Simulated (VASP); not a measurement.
Data:

```
Mg2Ge
1.0
    0.00000     3.15828     3.15828
    3.15828     0.00000     3.15828
    3.15828     3.15828     0.00000
Mg Ge
2 1
Direct
  0.25000   0.25000   0.25000
  0.75000   0.75000   0.75000
  0.00000   0.00000   0.00000
```

These are PBE GGA with D3 dispersion (Becke-Johnson damping), VASP's PBE PAW potentials (set 64) (plane waves; VASP) values and carry that method's errors. Settings: 520 eV cut-off, 7×7×7 Γ-centred mesh, tetrahedra with Blöchl corrections, potentials Mg Ge_d.

**Question.** Predict the energy per atom (σ→0).

**Answer.** 
The energy per atom (σ→0) is -3.084 eV/atom.

The absolute energy has meaning only against runs of the same code, potentials and settings.

The compound is Mg2Ge in the antifluorite structure. It was relaxed first.
